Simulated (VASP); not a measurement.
Computed with PBE GGA, VASP's PBE PAW potentials (set 64) (plane waves; VASP).

VASP input:

INCAR:
```
SYSTEM = CdS
PREC = Normal
ENCUT = 400
EDIFF = 1E-5
NELM = 100
ALGO = Fast
LREAL = .FALSE.
LASPH = .TRUE.
ISMEAR = 0
SIGMA = 0.05
GGA = PE
LMAXMIX = 4
LWAVE = .FALSE.
LCHARG = .FALSE.
NELMIN = 4
IBRION = 2
ISIF = 2
NSW = 20
EDIFFG = -0.03
```

**KPOINTS**
```
Automatic
0
Gamma
  7 7 4
0 0 0
```

POSCAR:
```
CdS
1
    4.2061685040     0.0000000000     0.0000000000
   -2.1030842520     3.6426484235     0.0000000000
    0.0000000000     0.0000000000     6.8350667667
Cd S
2 2
Direct
  0.6666670000   0.3333330000   0.5002200000
  0.3333330000   0.6666670000   0.0002200000
  0.6666670000   0.3333330000   0.8767800000
  0.3333330000   0.6666670000   0.3767800000
```

POTCAR, in this order: Cd S (PBE.64 set). Program: vasp_std.

The resulting files:

File OSZICAR:
```
       N       E                     dE             d eps       ncg     rms          rms(c)
DAV:   1     0.212422128272E+03    0.21242E+03   -0.15437E+04  1064   0.121E+03
DAV:   2    -0.184177971689E+01   -0.21426E+03   -0.20935E+03  1194   0.325E+02
DAV:   3    -0.132761034835E+02   -0.11434E+02   -0.11400E+02  1272   0.765E+01
DAV:   4    -0.133992774060E+02   -0.12317E+00   -0.12312E+00  1224   0.778E+00
DAV:   5    -0.134015697246E+02   -0.22923E-02   -0.22922E-02  1308   0.102E+00    0.106E+01
RMM:   6    -0.123173919336E+02    0.10842E+01   -0.25526E+00  1056   0.838E+00    0.896E+00
RMM:   7    -0.123015485964E+02    0.15843E-01   -0.97343E-01  1056   0.439E+00    0.331E+00
RMM:   8    -0.122926209318E+02    0.89277E-02   -0.65179E-02  1056   0.149E+00    0.162E+00
RMM:   9    -0.122948181584E+02   -0.21972E-02   -0.20481E-02  1056   0.103E+00    0.467E-01
RMM:  10    -0.122939972743E+02    0.82088E-03   -0.49713E-03  1074   0.484E-01    0.142E-01
RMM:  11    -0.122943573905E+02   -0.36012E-03   -0.17807E-03  1057   0.266E-01    0.121E-01
RMM:  12    -0.122942744393E+02    0.82951E-04   -0.30860E-04  1053   0.112E-01    0.209E-02
RMM:  13    -0.122942846223E+02   -0.10183E-04   -0.73205E-05   840   0.531E-02    0.129E-02
RMM:  14    -0.122942862084E+02   -0.15861E-05   -0.14876E-05   653   0.279E-02
   1 F= -.12294286E+02 E0= -.12294286E+02  d E =-.122943E+02
```

File OUTCAR:
```
------------------------ aborting loop because EDIFF is reached ----------------------------------------
  FORCE on cell =-STRESS in cart. coord.  units (eV):
  Direction    XX          YY          ZZ          XY          YZ          ZX
  --------------------------------------------------------------------------------------
  Total       -0.2859102     -0.2859101     -0.1981878      0.0000000     -0.0000000      0.0000000
  in kB       -4.3741483     -4.3741475     -3.0320805      0.0000000     -0.0000000      0.0000000
  external PRESSURE =      -3.9267921 kB  Pullay stress =       0.0000000 kB
  volume of cell :      104.72
      direct lattice vectors                 reciprocal lattice vectors
     4.206168504  0.000000000  0.000000000     0.237746062  0.137262767  0.000000000
    -2.103084252  3.642648423  0.000000000     0.000000000  0.274525533  0.000000000
     0.000000000  0.000000000  6.835066767     0.000000000  0.000000000  0.146304350
  FREE ENERGIE OF THE ION-ELECTRON SYSTEM (eV)
  ---------------------------------------------------
  free  energy   TOTEN  =       -12.2942862084 eV

  energy  without entropy=      -12.2942862084  energy(sigma->0) =      -12.29428621

 reached required accuracy - stopping structural energy minimisation
```
(Selected blocks of OUTCAR.)

OUTCAR:
```
 val. band max:        0.8686225790   @ k =   0.0000   0.0000   0.0000

 cond. band min:       1.9669948543   @ k =   0.0000   0.0000   0.0000


 Fermi energy:         1.1174801131

 k-point     1 :       0.0000    0.0000    0.0000
  band No.  band energies     occupation
      1     -11.1887      2.00000
      2     -10.8046      2.00000
      3      -6.6629      2.00000
      4      -6.6562      2.00000
      5      -6.6562      2.00000
      6      -6.5826      2.00000
      7      -6.5826      2.00000
      8      -6.2988      2.00000
      9      -6.2988      2.00000
     10      -6.2202      2.00000
     11      -6.2202      2.00000
     12      -5.9138      2.00000
     13      -3.2029      2.00000
     14       0.1781      2.00000
     15       0.1781      2.00000
     16       0.8346      2.00000
     17       0.8686      2.00000
     18       0.8686      2.00000
     19       1.9670      0.00000
     20       3.5884      0.00000
     21       7.3437      0.00000
     22       7.4074      0.00000

 k-point     2 :       0.1429    0.0000    0.0000
  band No.  band energies     occupation
      1     -11.1255      2.00000
      2     -10.7772      2.00000
      3      -6.6429      2.00000
      4      -6.6310      2.00000
      5      -6.6047      2.00000
      6      -6.5518      2.00000
      7      -6.5473      2.00000
      8      -6.3116      2.00000
      9      -6.2979      2.00000
     10      -6.2434      2.00000
     11      -6.2148      2.00000
     12      -5.8729      2.00000
     13      -3.0774      2.00000
     14      -0.5349      2.00000
     15      -0.0918      2.00000
     16      -0.0427      2.00000
     17       0.7006      2.00000
     18       0.7399      2.00000
     19       2.9021      0.00000
     20       4.2607      0.00000
     21       6.7654      0.00000
     22       7.8381      0.00000

 k-point     3 :       0.2857    0.0000    0.0000
  band No.  band energies     occupation
      1     -10.9754      2.00000
...
```

The structure comes from a computed database's CdS entry (P6_3mc); how it stands against other phases isn't given here. It was relaxed first.
